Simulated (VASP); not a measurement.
Level of theory: PBEsol GGA, VASP's PBE PAW potentials (set 64) (plane waves; VASP).

Gaps are without spin-orbit coupling.

Problem. Order these relaxed crystals by band gap, smallest first: CdSe, F-43m (216); MgTe, P6_3mc (186); TlBr, Pm-3m (221); ZnSe, F-43m (216).

Solution. CdSe, F-43m (216) (0.48 eV), ZnSe, F-43m (216) (1.24 eV), TlBr, Pm-3m (221) (1.58 eV), MgTe, P6_3mc (186) (2.39 eV)
